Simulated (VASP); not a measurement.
Energy against volume of ZnF2 (rutile). Calculation: vdW-DF2, VASP's PBE PAW potentials (set 64) (plane waves; VASP). Numerical set-up: 520 eV cut-off, 5×5×7 Γ-centred mesh, Gaussian smearing of 0.050 eV, potentials Zn F.

Shape and ions are relaxed at each volume.

```json
[
 {"V (Å³/atom)": "11.845", "E (eV/atom)": "-1.68984"},
 {"V (Å³/atom)": "12.223", "E (eV/atom)": "-1.70204"},
 {"V (Å³/atom)": "12.601", "E (eV/atom)": "-1.70615"},
 {"V (Å³/atom)": "12.979", "E (eV/atom)": "-1.70352"}
]
```

Question: Fit these four points and predict the energy of the run at 13.357 Å³/atom.

Answer: A cubic in V^(−2/3), the third-order Birch-Murnaghan form, passes through the four points with V0 = 12.63 Å³/atom and B0 = 94 GPa, and gives -1.6953 eV/atom there. The run gave -1.6955 eV/atom, -0.2 meV/atom from the fit; all five points give B0 = 93 GPa.

The compound is ZnF2 in the rutile structure. It was relaxed first, which changed the volume by +10 %.
